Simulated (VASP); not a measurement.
Level of theory: PBEsol GGA, VASP's PBE PAW potentials (set 64) (plane waves; VASP 6.6.1).

The input files of a VASP run:

**POSCAR**
```
AlN
1
    3.0346258256     0.0000000000     0.0000000000
   -1.5173129128     2.6280624991     0.0000000000
    0.0000000000     0.0000000000     4.8191307378
Al N
2 2
Direct
  0.3333330000   0.6666670000   0.9953397099
  0.6666670000   0.3333330000   0.4953397099
  0.3333330000   0.6666670000   0.3796602901
  0.6666670000   0.3333330000   0.8796602901
```

KPOINTS:
```
Automatic mesh
0
Gamma
8 8 5
0 0 0
```

INCAR:
```
SYSTEM = AlN
PREC = Accurate
ENCUT = 620
EDIFF = 1E-6
NELM = 100
ALGO = Normal
LREAL = .FALSE.
LASPH = .TRUE.
ISMEAR = 0
SIGMA = 0.05
GGA = PS
LWAVE = .FALSE.
LCHARG = .FALSE.
IBRION = 2
ISIF = 3
NSW = 40
EDIFFG = -0.02
PSTRESS = 300
```

POTCAR, in this order: Al N (PBE.64 set). Program: vasp_std.

Output

File OSZICAR:
```
       N       E                     dE             d eps       ncg     rms          rms(c)
DAV:   1     0.613191136470E+02    0.61319E+02   -0.86220E+03   720   0.140E+03
DAV:   2    -0.312472133845E+02   -0.92566E+02   -0.83046E+02   988   0.264E+02
DAV:   3    -0.358837741756E+02   -0.46366E+01   -0.46120E+01   952   0.658E+01
DAV:   4    -0.359231419200E+02   -0.39368E-01   -0.39352E-01   816   0.667E+00
DAV:   5    -0.359236514255E+02   -0.50951E-03   -0.50949E-03   940   0.770E-01    0.123E+01
DAV:   6    -0.311978486663E+02    0.47258E+01   -0.15340E+01   872   0.325E+01    0.445E+00
DAV:   7    -0.311509899838E+02    0.46859E-01   -0.68217E-01   812   0.718E+00    0.295E+00
DAV:   8    -0.311188744126E+02    0.32116E-01   -0.74387E-02   812   0.298E+00    0.421E-01
DAV:   9    -0.311147156566E+02    0.41588E-02   -0.16070E-02   908   0.993E-01    0.233E-01
DAV:  10    -0.311149910041E+02   -0.27535E-03   -0.11761E-03   836   0.297E-01    0.150E-01
DAV:  11    -0.311149123309E+02    0.78673E-04   -0.20934E-04   852   0.125E-01    0.257E-02
DAV:  12    -0.311149124170E+02   -0.86093E-07   -0.35656E-06   860   0.215E-02
   1 F= -.23918431E+02 E0= -.23918431E+02  d E =-.239184E+02
       N       E                     dE             d eps       ncg     rms          rms(c)
DAV:   1    -0.307589424664E+02    0.35597E+00   -0.71667E+00   792   0.274E+01    0.385E+00
DAV:   2    -0.304456722195E+02    0.31327E+00   -0.85034E-01   800   0.789E+00    0.111E+00
DAV:   3    -0.304376115426E+02    0.80607E-02   -0.73686E-02   880   0.267E+00    0.353E-01
DAV:   4    -0.304360535367E+02    0.15580E-02   -0.27310E-03   844   0.487E-01    0.207E-01
DAV:   5    -0.304355258103E+02    0.52773E-03   -0.45644E-04   796   0.205E-01    0.821E-02
DAV:   6    -0.304355123905E+02    0.13420E-04   -0.17785E-04   896   0.126E-01    0.173E-02
DAV:   7    -0.304355077753E+02    0.46153E-05   -0.14944E-05   872   0.344E-02    0.841E-03
DAV:   8    -0.304355077590E+02    0.16282E-07   -0.35998E-07   408   0.722E-03
   2 F= -.23848034E+02 E0= -.23848034E+02  d E =0.703969E-01
       N       E                     dE             d eps       ncg     rms          rms(c)
DAV:   1    -0.310462343973E+02   -0.61073E+00   -0.26895E+00   788   0.162E+01    0.239E+00
DAV:   2    -0.309232497093E+02    0.12298E+00   -0.37035E-01   792   0.519E+00    0.620E-01
DAV:   3    -0.309211014516E+02    0.21483E-02   -0.24817E-02   884   0.151E+00    0.213E-01
DAV:   4    -0.309204404371E+02    0.66101E-03   -0.98266E-04   840   0.294E-01    0.113E-01
DAV:   5    -0.309202315603E+02    0.20888E-03   -0.16100E-04   808   0.117E-01    0.448E-02
DAV:   6    -0.309202249442E+02    0.66161E-05   -0.37915E-05   904   0.582E-02    0.125E-02
DAV:   7    -0.309202246813E+02    0.26297E-06   -0.22900E-06   540   0.138E-02
   3 F= -.23959354E+02 E0= -.23959354E+02  d E =-.409227E-01
       N       E                     dE             d eps       ncg     rms          rms(c)
DAV:   1    -0.309155940001E+02    0.46309E-02   -0.42350E-04   792   0.204E-01    0.284E-02
DAV:   2    -0.309155763574E+02    0.17643E-04   -0.53417E-05   796   0.619E-02    0.709E-03
DAV:   3    -0.309155763261E+02    0.31271E-07   -0.36659E-06   816   0.185E-02
   4 F= -.23959364E+02 E0= -.23959364E+02  d E =-.409333E-01
       N       E                     dE             d eps       ncg     rms          rms(c)
DAV:   1    -0.309150174628E+02    0.55889E-03   -0.14860E-02   720   0.118E+00    0.617E-02
DAV:   2    -0.309149356621E+02    0.81801E-04   -0.12650E-04   900   0.114E-01    0.344E-02
DAV:   3    -0.309148933111E+02    0.42351E-04   -0.63643E-05   876   0.711E-02    0.268E-03
DAV:   4    -0.309148935686E+02   -0.25756E-06   -0.36227E-06   696   0.196E-02
   5 F= -.23959622E+02 E0= -.23959622E+02  d E =-.257462E-03
       N       E                     dE             d eps       ncg     rms          rms(c)
DAV:   1    -0.309138947844E+02    0.99853E-03   -0.31686E-02   720   0.172E+00    0.899E-02
DAV:   2    -0.309137201992E+02    0.17459E-03   -0.27038E-04   904   0.166E-01    0.502E-02
DAV:   3    -0.309136297279E+02    0.90471E-04   -0.13541E-04   876   0.104E-01    0.374E-03
DAV:   4    -0.309136302786E+02   -0.55071E-06   -0.77234E-06   804   0.286E-02
   6 F= -.23959760E+02 E0= -.23959760E+02  d E =-.396310E-03
       N       E                     dE             d eps       ncg     rms          rms(c)
DAV:   1    -0.309144573830E+02   -0.82766E-03   -0.22541E-02   720   0.140E+00    0.222E-02
DAV:   2    -0.309144740350E+02   -0.16652E-04   -0.30006E-04   844   0.160E-01    0.155E-02
DAV:   3    -0.309144659421E+02    0.80930E-05   -0.90654E-06   864   0.343E-02    0.639E-03
DAV:   4    -0.309144651602E+02    0.78187E-06   -0.64985E-06   708   0.231E-02
   7 F= -.23959842E+02 E0= -.23959842E+02  d E =-.818701E-04
```

OUTCAR:
```
------------------------ aborting loop because EDIFF is reached ----------------------------------------
  FORCE on cell =-STRESS in cart. coord.  units (eV):
  Direction    XX          YY          ZZ          XY          YZ          ZX
  --------------------------------------------------------------------------------------
  Total        6.9589780      6.9589731      6.9273365      0.0000000     -0.0000000      0.0000000
  in kB      300.1878682    300.1876575    298.8229544      0.0000000     -0.0000000      0.0000000
  external PRESSURE =      -0.2671733 kB  Pullay stress =     300.0000000 kB
  volume of cell :       37.14
      direct lattice vectors                 reciprocal lattice vectors
     3.005450264  0.000000000 -0.000000000     0.332728847  0.192101157 -0.000000000
    -1.502725132  2.602795365 -0.000000000     0.000000000  0.384202313  0.000000000
     0.000000000 -0.000000000  4.748028742     0.000000000  0.000000000  0.210613721
  FREE ENERGIE OF THE ION-ELECTRON SYSTEM (eV)
  ---------------------------------------------------
  free  energy   TOTEN  =       -30.9144651602 eV

  energy  without entropy=      -30.9144651602  energy(sigma->0) =      -30.91446516
  enthalpy is  TOTEN    =       -23.9598423313 eV   P V=        6.9546228290

 reached required accuracy - stopping structural energy minimisation
```
(Selected blocks of OUTCAR.)

### CONTCAR
```
AlN
   1.00000000000000
     3.0054502642859795    0.0000000000000000   -0.0000000000000000
    -1.5027251321429898    2.6027953654622471   -0.0000000000000000
     0.0000000000000000   -0.0000000000000000    4.7480287421954692
  Al              N
     2     2
Direct
     0.3333330000000032    0.6666669999999968    0.9944840063095082
     0.6666669999999968    0.3333330000000032    0.4944840063095082
     0.3333330000000032    0.6666669999999968    0.3805159936904918
     0.6666669999999968    0.3333330000000032    0.8805159936904918
```

OUTCAR:
```
 val. band max:        7.3730263698   @ k =   0.0000   0.0000   0.0000

 cond. band min:      12.4481381091   @ k =   0.3750   0.2500   0.0000


 Fermi energy:         7.6097263872

 k-point     1 :       0.0000    0.0000    0.0000
  band No.  band energies     occupation
      1      -8.6627      2.00000
      2      -6.0232      2.00000
      3       0.6936      2.00000
      4       6.2386      2.00000
      5       6.2386      2.00000
      6       6.9582      2.00000
      7       6.9582      2.00000
      8       7.3730      2.00000
      9      12.4609      0.00000
     10      14.7574      0.00000
     11      18.8557      0.00000
     12      19.0007      0.00000

 k-point     2 :       0.1250    0.0000    0.0000
  band No.  band energies     occupation
      1      -8.4366      2.00000
      2      -5.8978      2.00000
      3       0.9501      2.00000
      4       5.3174      2.00000
      5       5.9680      2.00000
      6       6.1505      2.00000
      7       6.9374      2.00000
      8       7.2660      2.00000
      9      13.2495      0.00000
     10      15.4803      0.00000
     11      17.5959      0.00000
     12      18.0152      0.00000

 k-point     3 :       0.2500    0.0000    0.0000
  band No.  band energies     occupation
      1      -7.8002      2.00000
      2      -5.6029      2.00000
      3       1.6878      2.00000
      4       3.4680      2.00000
      5       4.6632      2.00000
      6       5.4617      2.00000
      7       6.7880      2.00000
      8       6.8600      2.00000
      9      14.1502      0.00000
     10      15.3170      0.00000
     11      15.9954      0.00000
     12      18.1876      0.00000

 k-point     4 :       0.3750    0.0000    0.0000
  band No.  band energies     occupation
      1      -6.9192      2.00000
      2      -5.4053      2.00000
      3       1.8903      2.00000
      4       2.7914      2.00000
      5       3.3552      2.00000
      6       5.0543      2.00000
...
```

Energy and stress use the plane-wave basis of the starting cell.

The structure was generated: AlN was put into the wurtzite type (P6_3mc), which need not be its known phase. This run relaxes it under an external pressure of 30 GPa. Symmetry was kept, so distortions that lower it aren't found.
